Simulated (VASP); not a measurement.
# KF (relaxed from the zinc blende structure, space group F-43m): computed properties

Computed with r2SCAN meta-GGA, VASP's PBE PAW potentials (set 64) (plane waves; VASP).

```yaml
space_group: F-43m (216)
cell: a = 5.868 Å, b = 5.868 Å, c = 5.868 Å, α = 90.00°, β = 90.00°, γ = 90.00°
volume_per_atom: 25.26 Å^3/atom
band gap (over mesh and band path): 5.75 eV
smallest direct gap (over mesh and band path): 5.95 eV
band_edge_character: indirect, W to Γ
density: 1.91 g/cm³
```

```yaml
crystal:
  lattice:
    - [0.00000, 2.93402, 2.93402]
    - [2.93402, 0.00000, 2.93402]
    - [2.93402, 2.93402, 0.00000]
  atoms:
    - { symbol: K, position: [0.00000, 0.00000, 0.00000] }
    - { symbol: F, position: [0.25000, 0.25000, 0.25000] }
```

The structure was generated: KF was put into the zinc blende type (F-43m), which need not be its known phase. It was relaxed first, which changed the volume by -7 %. Symmetry was kept, so distortions that lower it aren't found.
